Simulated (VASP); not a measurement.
Here is the system:

```xyz
2
Lattice="0.0000 3.0424 3.0424 3.0424 0.0000 3.0424 3.0424 3.0424 0.0000" Properties=species:S:1:pos:R:3 pbc="T T T"
K      0.0000     0.0000     0.0000
Cl     3.0424     3.0424     3.0424
```

These are LDA (Ceperley-Alder, Perdew-Zunger), VASP's LDA PAW potentials (set 64) (plane waves; VASP) values and carry that method's errors. Numerical set-up: 520 eV cut-off, Gaussian smearing of 0.050 eV, potentials K_sv Cl.

Q: Predict the band gap (along the path) with the smallest direct gap where there is one.

A: 
| Property | Value |
|---|---|
| band gap (along the path) | 5.10 eV |
| smallest direct gap (along the path) | 5.10 eV |

The compound is KCl in the rock salt structure. It was relaxed first, which changed the volume by -9 %.
